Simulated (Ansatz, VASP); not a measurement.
**BP in two plane-wave programs**

Aim: how closely do two programs agree when they are given the same cell, functional and k mesh? The cell is taken from a series of runs on this material, whose earlier steps may have relaxed, scaled, displaced or heated it; both programs get it as it stands.

Calculated with Ansatz 0.2.0; plane waves, with VASP 6.6.1 beside it; zone-centre phonons at PBE.

## (1) Set-up

The structure is cubic, space group F-43m (No. 216). The conventional cell has a = 4.578 Å, b = 4.578 Å, c = 4.578 Å, α = 90.00°, β = 90.00°, γ = 90.00°. B has 4 P at 1.98 Å nearest. P has 4 B at 1.98 Å nearest. Farther neighbours are not listed.

As a file:

```cif
data_structure
_symmetry_space_group_name_H-M 'F-43m'
_symmetry_Int_Tables_number 216
_cell_length_a 4.5783
_cell_length_b 4.5783
_cell_length_c 4.5783
_cell_angle_alpha 90.000
_cell_angle_beta 90.000
_cell_angle_gamma 90.000
_cell_volume 95.97
loop_
_atom_site_label
_atom_site_type_symbol
_atom_site_symmetry_multiplicity
_atom_site_Wyckoff_symbol
_atom_site_fract_x
_atom_site_fract_y
_atom_site_fract_z
_atom_site_occupancy
B1 B 4 a 0.00000 0.00000 0.00000 1
P1 P 4 c 0.25000 0.25000 0.25000 1
```

## (2) VASP: zone-centre phonons, PBE, pair 1

Second derivatives magnify differences that forces hide, and they need a tight electronic threshold.

Lines of VASP's logs that name or quote its potential files are left out, and so is its time.

INCAR

```
SYSTEM = BP
PREC = Accurate
ENCUT = 500
EDIFF = 1E-08
NELM = 120
ISMEAR = 0
SIGMA = 0.01
LREAL = .FALSE.
ALGO = Normal
GGA = PE
NBANDS = 10
LORBIT = 11
LWAVE = .FALSE.
LCHARG = .FALSE.
ISIF = 2
IBRION = 8
LEPSILON = .TRUE.
LASPH = .TRUE.
GGA_COMPAT = .FALSE.
EFERMI = MIDGAP
KPAR = 2
```

POSCAR

```
BP
1.0
    0.0000000000      2.2891661918      2.2891661918
    2.2891661918      0.0000000000      2.2891661918
    2.2891661918      2.2891661918      0.0000000000
B P
1 1
Direct
    0.0000000000      0.0000000000      0.0000000000
    0.7500000000      0.7500000000      0.7500000000
```

KPOINTS

```
Automatic mesh
0
Gamma
12 12 12
0 0 0
```

PAW data sets: B and P (PBE family, release 64).

Launch:

```bash
$ mpirun -np 2 vasp_std
```

Numbers of over 12 decimals in the logs are rounded to 6 here.

What it wrote:

```text
[banner, memory and clock lines left out]
running    2 mpi-ranks, on    1 nodes
 distrk:  each k-point on    1 cores,    2 groups
 distr:  one band on    1 cores,    1 groups

 POSCAR found type information on POSCAR B P
 POSCAR found :  2 types and       2 ions
 LDA part: xc-table for (Slater+PW92), standard interpolation
 POSCAR, INCAR and KPOINTS ok, starting setup
 FFT: planning ... GRIDC
 FFT: planning ... GRID_SOFT
 FFT: planning ... GRID
 WAVECAR not read
 entering main loop
       N       E                     dE             d eps       ncg     rms          rms(c)
DAV:   1     0.797317206427E+01    0.79732E+01   -0.38753E+03  1440   0.694E+02
DAV:   2    -0.130194744510E+02   -0.20993E+02   -0.19904E+02  2036   0.106E+02
DAV:   3    -0.135756714761E+02   -0.55620E+00   -0.55491E+00  1730   0.160E+01
DAV:   4    -0.135780176084E+02   -0.23461E-02   -0.23459E-02  1796   0.118E+00
DAV:   5    -0.135780281789E+02   -0.10570E-04   -0.10570E-04  1708   0.761E-02    0.693E+00
DAV:   6    -0.130156199802E+02    0.56241E+00   -0.13725E+00  1618   0.536E+00    0.376E+00
DAV:   7    -0.129329300945E+02    0.82690E-01   -0.21529E-01  1868   0.247E+00    0.128E+00
DAV:   8    -0.129253261882E+02    0.76039E-02   -0.27288E-02  1676   0.970E-01    0.195E-01
DAV:   9    -0.129256401813E+02   -0.31399E-03   -0.66279E-04  1670   0.185E-01    0.113E-01
DAV:  10    -0.129258412968E+02   -0.20112E-03   -0.29013E-04  1706   0.111E-01    0.289E-02
DAV:  11    -0.129258508581E+02   -0.95613E-05   -0.10284E-05  1868   0.229E-02    0.297E-02
DAV:  12    -0.129258518582E+02   -0.10001E-05   -0.39055E-06  1642   0.107E-02    0.721E-03
DAV:  13    -0.129258518209E+02    0.37353E-07   -0.78998E-08  1818   0.210E-03    0.422E-03
DAV:  14    -0.129258518962E+02   -0.75362E-07   -0.33344E-08  1612   0.111E-03    0.253E-04
DAV:  15    -0.129258518707E+02    0.25490E-07   -0.24159E-09   868   0.337E-04    0.604E-04
DAV:  16    -0.129258518736E+02   -0.28997E-08   -0.60781E-10   802   0.133E-04
   1 F= -.12925852E+02 E0= -.12925852E+02  d E =0.000000E+00
 Linear response reoptimize wavefunctions to high precision
DAV:   1    -0.129258518730E+02    0.66473E-09   -0.39942E-11   934   0.417E-05
DAV:   2    -0.129258518729E+02    0.22510E-10   -0.18385E-12   786   0.117E-05
 Linear response G [H, r] |phi>, progress :
  Direction:   1
       N       E                     dE             d eps       ncg     rms
RMM:   1    -0.443658047708E+02   -0.44366E+02   -0.87365E+01  3636   0.450E+01
RMM:   2    -0.329945378018E+02    0.11371E+02   -0.25408E+00  2346   0.114E+01
RMM:   3    -0.330117464662E+02   -0.17209E-01   -0.22453E-02  2484   0.126E+00
RMM:   4    -0.330136390394E+02   -0.18926E-02   -0.40184E-03  2558   0.161E-01
RMM:   5    -0.330133073199E+02    0.33172E-03   -0.21478E-04  2563   0.218E-02
RMM:   6    -0.330132934115E+02    0.13908E-04   -0.61802E-05  2639   0.339E-03
RMM:   7    -0.330132876649E+02    0.57466E-05   -0.27989E-06  2552   0.592E-04
RMM:   8    -0.330132873315E+02    0.33335E-06    0.65354E-06  2252   0.155E-04
RMM:   9    -0.330132875581E+02   -0.22660E-06    0.84136E-06  1876   0.982E-05
RMM:  10    -0.330132875482E+02    0.99262E-08    0.31844E-05  1693   0.950E-05
RMM:  11    -0.330132873414E+02    0.20679E-06    0.65589E-05  1461   0.950E-05
RMM:  12    -0.330132875812E+02   -0.23975E-06    0.93636E-05  1257   0.957E-05
 Linear response G [H, r] |phi>, progress :
  Direction:   2
       N       E                     dE             d eps       ncg     rms
RMM:   1    -0.411320491196E+02   -0.41132E+02   -0.85493E+01  3621   0.430E+01
RMM:   2    -0.339700724823E+02    0.71620E+01   -0.15847E+00  2328   0.981E+00
RMM:   3    -0.340053727010E+02   -0.35300E-01   -0.58978E-03  2464   0.104E+00
RMM:   4    -0.340076424380E+02   -0.22697E-02   -0.38966E-03  2556   0.137E-01
RMM:   5    -0.340073090331E+02    0.33340E-03   -0.20969E-04  2571   0.185E-02
RMM:   6    -0.340072951710E+02    0.13862E-04   -0.60942E-05  2638   0.290E-03
RMM:   7    -0.340072894241E+02    0.57469E-05   -0.17174E-06  2543   0.496E-04
RMM:   8    -0.340072894590E+02   -0.34933E-07    0.60868E-06  2192   0.129E-04
RMM:   9    -0.340072894264E+02    0.32606E-07    0.14371E-06  1920   0.828E-05
RMM:  10    -0.340072894894E+02   -0.62952E-07   -0.77716E-07  1783   0.804E-05
RMM:  11    -0.340072894588E+02    0.30563E-07   -0.20724E-06  1475   0.803E-05
RMM:  12    -0.340072894779E+02   -0.19126E-07   -0.45447E-06  1255   0.801E-05
 Linear response G [H, r] |phi>, progress :
  Direction:   3
       N       E                     dE             d eps       ncg     rms
RMM:   1    -0.248083429803E+02   -0.24808E+02    0.69105E+01  3496   0.420E+01
RMM:   2    -0.202981957396E+02    0.45101E+01   -0.24417E+00  2321   0.102E+01
RMM:   3    -0.202737074487E+02    0.24488E-01   -0.46262E-02  2443   0.118E+00
RMM:   4    -0.202729774396E+02    0.73001E-03   -0.51661E-04  2515   0.155E-01
RMM:   5    -0.202729769959E+02    0.44372E-06   -0.15929E-05  2522   0.221E-02
RMM:   6    -0.202729770218E+02   -0.25957E-07   -0.48215E-07  2567   0.350E-03
RMM:   7    -0.202729770188E+02    0.30418E-08   -0.10216E-06  2465   0.621E-04
RMM:   8    -0.202729770530E+02   -0.34253E-07   -0.20401E-07  2174   0.153E-04
RMM:   9    -0.202729770310E+02    0.22010E-07   -0.65681E-07  1825   0.872E-05
[...]
RMM:   4    -0.577412428985E+00   -0.20601E-01   -0.71993E-03  9221   0.509E-01    0.130E-01
RMM:   5    -0.584404003045E+00   -0.69916E-02   -0.21536E-04  9324   0.103E-01    0.218E-02
RMM:   6    -0.584538113582E+00   -0.13411E-03   -0.28112E-06  9710   0.136E-02    0.108E-02
RMM:   7    -0.584804800371E+00   -0.26669E-03   -0.17743E-06  9391   0.105E-02    0.617E-04
RMM:   8    -0.584814847448E+00   -0.10047E-04   -0.65599E-09 10070   0.890E-04    0.272E-04
RMM:   9    -0.584818683068E+00   -0.38356E-05    0.12746E-09  9725   0.551E-04    0.111E-04
RMM:  10    -0.584818845397E+00   -0.16233E-06    0.38066E-09  8374   0.599E-05    0.252E-05
RMM:  11    -0.584818991154E+00   -0.14576E-06   -0.54374E-10  7346   0.662E-05    0.331E-06
 change of polarisation eV/A/(eV/A) component  1 :     1.090     0.277     0.174
 dielectric tensor                  component  1 :     9.224     2.088     1.311
 Linear response to external field, progress :
  Direction:   2
       N       E                     dE             d eps       ncg     rms          rms(c)
RMM:   1    -0.546541029004E+00   -0.54654E+00   -0.24507E+00 12691   0.300E+00
RMM:   2    -0.568301778214E+00   -0.21761E-01   -0.56869E-03  9113   0.461E-01    0.125E+00
RMM:   3    -0.556810877170E+00    0.11491E-01   -0.68654E-03  9323   0.479E-01    0.717E-01
RMM:   4    -0.577411650695E+00   -0.20601E-01   -0.72008E-03  9220   0.509E-01    0.130E-01
RMM:   5    -0.584403918374E+00   -0.69923E-02   -0.21522E-04  9324   0.103E-01    0.218E-02
RMM:   6    -0.584538404821E+00   -0.13449E-03   -0.27868E-06  9706   0.136E-02    0.108E-02
RMM:   7    -0.584804954677E+00   -0.26655E-03   -0.17644E-06  9384   0.105E-02    0.617E-04
RMM:   8    -0.584815014149E+00   -0.10059E-04   -0.25525E-09 10098   0.890E-04    0.272E-04
RMM:   9    -0.584818844090E+00   -0.38299E-05    0.30666E-09  9705   0.550E-04    0.111E-04
RMM:  10    -0.584819007501E+00   -0.16341E-06    0.45189E-09  8391   0.600E-05    0.252E-05
RMM:  11    -0.584819152644E+00   -0.14514E-06   -0.28256E-09  7285   0.662E-05    0.336E-06
 change of polarisation eV/A/(eV/A) component  2 :     0.221     1.090     0.179
 dielectric tensor                  component  2 :     1.670     9.224     1.348
 Linear response to external field, progress :
  Direction:   3
       N       E                     dE             d eps       ncg     rms          rms(c)
RMM:   1    -0.546567773744E+00   -0.54657E+00   -0.24510E+00 12690   0.300E+00
RMM:   2    -0.568301480120E+00   -0.21734E-01   -0.56882E-03  9113   0.461E-01    0.125E+00
RMM:   3    -0.556810838747E+00    0.11491E-01   -0.68668E-03  9323   0.479E-01    0.717E-01
RMM:   4    -0.577411513159E+00   -0.20601E-01   -0.72018E-03  9222   0.509E-01    0.130E-01
RMM:   5    -0.584403862973E+00   -0.69923E-02   -0.21522E-04  9319   0.103E-01    0.218E-02
RMM:   6    -0.584538429953E+00   -0.13457E-03   -0.27889E-06  9707   0.136E-02    0.107E-02
RMM:   7    -0.584804958996E+00   -0.26653E-03   -0.17662E-06  9377   0.105E-02    0.617E-04
RMM:   8    -0.584815019332E+00   -0.10060E-04   -0.42761E-09 10064   0.890E-04    0.272E-04
RMM:   9    -0.584818847674E+00   -0.38283E-05    0.18570E-09  9719   0.550E-04    0.111E-04
RMM:  10    -0.584819011398E+00   -0.16372E-06    0.36735E-09  8390   0.599E-05    0.252E-05
RMM:  11    -0.584819156507E+00   -0.14511E-06   -0.90735E-10  7351   0.662E-05    0.335E-06
 change of polarisation eV/A/(eV/A) component  3 :     0.184     0.267     1.090
 dielectric tensor                  component  3 :     1.387     2.013     9.224
 Linear response DOF=           2
 Linear response progress:
  Degree of freedom:   1/  2
       N       E                     dE             d eps       ncg     rms          rms(c)
RMM:   1    -0.446446374462E-01   -0.44645E-01   -0.42617E-03 13633   0.114E+00
RMM:   2    -0.410395836679E-01    0.36051E-02   -0.62143E-04  8827   0.240E-01    0.136E-01
RMM:   3    -0.411010670743E-01   -0.61483E-04   -0.35267E-05  9180   0.790E-02    0.731E-02
RMM:   4    -0.414600733258E-01   -0.35901E-03   -0.76997E-05  8967   0.758E-02    0.953E-03
RMM:   5    -0.414329056931E-01    0.27168E-04    0.27103E-06  9491   0.116E-02    0.112E-03
RMM:   6    -0.414325287490E-01    0.37694E-06    0.53615E-07  9503   0.151E-03    0.526E-04
RMM:   7    -0.414309709369E-01    0.15578E-05    0.54637E-07  9637   0.488E-04    0.110E-04
RMM:   8    -0.414314335554E-01   -0.46262E-06    0.77712E-08  9778   0.128E-04    0.267E-05
RMM:   9    -0.414313083555E-01    0.12520E-06   -0.10045E-08  9932   0.394E-05    0.576E-06
RMM:  10    -0.414313187012E-01   -0.10346E-07    0.42092E-08  9993   0.134E-05    0.979E-07
RMM:  11    -0.414313117998E-01    0.69014E-08    0.45510E-08  9302   0.491E-06    0.357E-07
 first order change of Fermi-energy   0.25395E+01
 force on displaced ion       1 direction 1 : -18.053  -0.000  -0.000
 Born effective charge ion    1 direction 1 :  -0.413   0.000   0.000
 Linear response progress:
  Degree of freedom:   2/  2
       N       E                     dE             d eps       ncg     rms          rms(c)
RMM:   1    -0.435648942119E-01   -0.43565E-01    0.60872E-03 13052   0.142E+00
RMM:   2    -0.410049398404E-01    0.25600E-02   -0.22036E-03  8683   0.221E-01    0.144E-01
RMM:   3    -0.408811949024E-01    0.12374E-03   -0.86805E-05  9253   0.367E-02    0.823E-02
RMM:   4    -0.411138370534E-01   -0.23264E-03    0.29310E-05  9090   0.375E-02    0.843E-03
RMM:   5    -0.410863932348E-01    0.27444E-04    0.10751E-05  9630   0.609E-03    0.417E-03
RMM:   6    -0.410789393524E-01    0.74539E-05    0.14910E-06  9544   0.998E-04    0.232E-03
RMM:   7    -0.410775167303E-01    0.14226E-05   -0.18980E-07  9439   0.788E-04    0.118E-04
RMM:   8    -0.410769218504E-01    0.59488E-06   -0.29006E-07  9789   0.960E-05    0.599E-05
RMM:   9    -0.410768903882E-01    0.31462E-07   -0.33090E-07  9763   0.429E-05    0.142E-05
RMM:  10    -0.410769167697E-01   -0.26381E-07   -0.39174E-07 10125   0.138E-05    0.916E-06
RMM:  11    -0.410769147580E-01    0.20116E-08   -0.39228E-07  9273   0.753E-06    0.298E-07
RMM:  12    -0.410769131790E-01    0.15790E-08   -0.37906E-07  6441   0.504E-06    0.213E-07
RMM:  13    -0.410769120563E-01    0.11226E-08   -0.36404E-07  3892   0.504E-06    0.179E-08
 first order change of Fermi-energy  -0.25392E+01
 force on displaced ion       2 direction 1 : -18.044   0.000   0.000
 Born effective charge ion    2 direction 1 :   0.410   0.000   0.000
 Born effective charges drift removed
 Linear response finished
```

OUTCAR, selected parts (step 2):

```text
ion  position               nearest neighbor table
   1  0.000  0.000  0.000-   2 1.98   2 1.98   2 1.98   2 1.98
   2  0.750  0.750  0.750-   1 1.98   1 1.98   1 1.98   1 1.98

  LATTYP: Found a face centered cubic cell.
 ALAT       =     4.5783323836

 Subroutine GETGRP returns: Found 24 space group operations
 (whereof 24 operations were pure point group operations)

The static configuration has the point symmetry T_d .

 Found     72 irreducible k-points:

   k-points           NKPTS =     72   k-points in BZ     NKDIM =     72   number of bands    NBANDS=     10

   dimension x,y,z NGX =    24 NGY =   24 NGZ =   24
   dimension x,y,z NGXF=    48 NGYF=   48 NGZF=   48

   ENCUT  =  500.0 eV  36.75 Ry    6.06 a.u.   5.90  5.90  5.90*2*pi/ulx,y,z

   NELECT =       8.0000    total number of electrons

 k-points in reciprocal lattice and weights: Automatic mesh
   0.00000000  0.00000000  0.00000000       0.001
   0.08333333  0.00000000  0.00000000       0.005
   0.16666667  0.00000000  0.00000000       0.005
   0.25000000  0.00000000  0.00000000       0.005
   0.33333333  0.00000000  0.00000000       0.005
   0.41666667  0.00000000  0.00000000       0.005
   0.50000000  0.00000000  0.00000000       0.002
   0.08333333  0.08333333  0.00000000       0.003
   0.16666667  0.08333333  0.00000000       0.014
[...]
-0.33333333  0.50000000  0.16666667       0.007
  -0.25000000  0.50000000  0.25000000       0.003

 average (electrostatic) potential at core
       1 -25.1697       2 -81.5794

  Total       -0.4895590     -0.4895590     -0.4895590      0.0000000      0.0000000      0.0000000
  in kB      -32.6929159    -32.6929159    -32.6929159      0.0000000      0.0000000      0.0000000
  external PRESSURE =     -32.6929159 kB  Pullay stress =       0.0000000 kB

  energy-cutoff  :      500.00
  volume of cell :       23.99
      direct lattice vectors                 reciprocal lattice vectors
     0.000000000  2.289166192  2.289166192    -0.218420140  0.218420140  0.218420140
     2.289166192  0.000000000  2.289166192     0.218420140 -0.218420140  0.218420140
     2.289166192  2.289166192  0.000000000     0.218420140  0.218420140 -0.218420140

 POSITION                                       TOTAL-FORCE (eV/Angst)
 -----------------------------------------------------------------------------------
      0.00000      0.00000      0.00000        -0.000000     -0.000000     -0.000000
      3.43375      3.43375      3.43375         0.000000      0.000000      0.000000
 -----------------------------------------------------------------------------------
    total drift:                               -0.000000     -0.000000     -0.000000

 MACROSCOPIC STATIC DIELECTRIC TENSOR (including local field effects in DFT)
 ------------------------------------------------------
           9.224163     0.000000     0.000000
          -0.000000     9.224163    -0.000000
           0.000000     0.000000     9.224163
 ------------------------------------------------------

 PIEZOELECTRIC TENSOR (including local field effects)  for field in x, y, z        (C/m^2)
          XX          YY          ZZ          XY          YZ          ZX
  --------------------------------------------------------------------------------
  x    -0.00000    -0.00000    -0.00000     0.00000    -0.06776     0.00000
  y    -0.00000    -0.00000    -0.00000     0.00000     0.00000    -0.06776
  z    -0.00000    -0.00000    -0.00000    -0.06776     0.00000     0.00000

 BORN EFFECTIVE CHARGES (including local field effects) (in |e|, cummulative output)
 ---------------------------------------------------------------------------------
 ion    1
    1    -0.40962    -0.00000     0.00000
    2    -0.00000    -0.40962    -0.00000
    3     0.00000    -0.00000    -0.40962
 ion    2
    1     0.40962     0.00000     0.00000
    2     0.00000     0.40962     0.00000
    3    -0.00000     0.00000     0.40962

 Eigenvectors and eigenvalues of the dynamical matrix
 ----------------------------------------------------

   1 f  =   23.462425 THz   147.418766 2PiTHz  782.622268 cm-1    97.032751 meV
             X         Y         Z           dx          dy          dz
      0.000000  0.000000  0.000000     0.861028   -0.000000   -0.000000
      3.433749  3.433749  3.433749    -0.508558   -0.000000    0.000000

   2 f  =   23.462425 THz   147.418766 2PiTHz  782.622268 cm-1    97.032751 meV
             X         Y         Z           dx          dy          dz
      0.000000  0.000000  0.000000     0.000000   -0.861028   -0.000000
      3.433749  3.433749  3.433749    -0.000000    0.508558    0.000000

   3 f  =   23.462425 THz   147.418766 2PiTHz  782.622268 cm-1    97.032751 meV
             X         Y         Z           dx          dy          dz
      0.000000  0.000000  0.000000     0.000000   -0.000000    0.861028
      3.433749  3.433749  3.433749     0.000000   -0.000000   -0.508558

   4 f/i=    0.002622 THz     0.016473 2PiTHz    0.087455 cm-1     0.010843 meV
             X         Y         Z           dx          dy          dz
      0.000000  0.000000  0.000000     0.101717   -0.482124    0.125861
      3.433749  3.433749  3.433749     0.172215   -0.816273    0.213093

   5 f/i=    0.002622 THz     0.016473 2PiTHz    0.087455 cm-1     0.010843 meV
             X         Y         Z           dx          dy          dz
      0.000000  0.000000  0.000000    -0.041489    0.119816    0.492498
      3.433749  3.433749  3.433749    -0.070244    0.202858    0.833836

   6 f/i=    0.002622 THz     0.016473 2PiTHz    0.087455 cm-1     0.010843 meV
             X         Y         Z           dx          dy          dz
      0.000000  0.000000  0.000000     0.496552    0.108773    0.015368
      3.433749  3.433749  3.433749     0.840700    0.184161    0.026019

 MACROSCOPIC STATIC DIELECTRIC TENSOR IONIC CONTRIBUTION
 ------------------------------------------------------
           0.070117    -0.000000    -0.000000
          -0.000000     0.070117     0.000000
          -0.000000     0.000000     0.070117
 ------------------------------------------------------

 ELASTIC MODULI CONTR FROM IONIC RELAXATION (kBar)
 Direction    XX          YY          ZZ          XY          YZ          ZX
 --------------------------------------------------------------------------------
 XX          -0.0000      0.0000      0.0000     -0.0000      0.0000     -0.0000
 YY           0.0000     -0.0000     -0.0000     -0.0000     -0.0000      0.0000
 ZZ           0.0000     -0.0000     -0.0000      0.0000     -0.0000      0.0000
 XY          -0.0000     -0.0000      0.0000   -127.8077      0.0000      0.0000
 YZ           0.0000     -0.0000     -0.0000      0.0000   -127.8077      0.0000
 ZX          -0.0000      0.0000      0.0000      0.0000      0.0000   -127.8077
 --------------------------------------------------------------------------------

 PIEZOELECTRIC TENSOR IONIC CONTR  for field in x, y, z        (C/m^2)
          XX          YY          ZZ          XY          YZ          ZX
  --------------------------------------------------------------------------------
  x    -0.00000     0.00000     0.00000    -0.00000     0.08908    -0.00000
  y     0.00000    -0.00000    -0.00000    -0.00000    -0.00000     0.08908
  z     0.00000    -0.00000    -0.00000     0.08908    -0.00000     0.00000
```

(Part 1 of 3 ends here.)

[Lines on the potential files, build, host, timing and source positions are cut from VASP's logs without a mark.]

[Logs are printed without paths, hosts, clocks, repeated set-up lines and the standing remarks that a program may print on its own settings, such as how far it seeks lower states.]

[Hosts, paths, dates, database ids (printed as entryN), source tags and the programs' standing remarks are cut or masked in the printed files.]
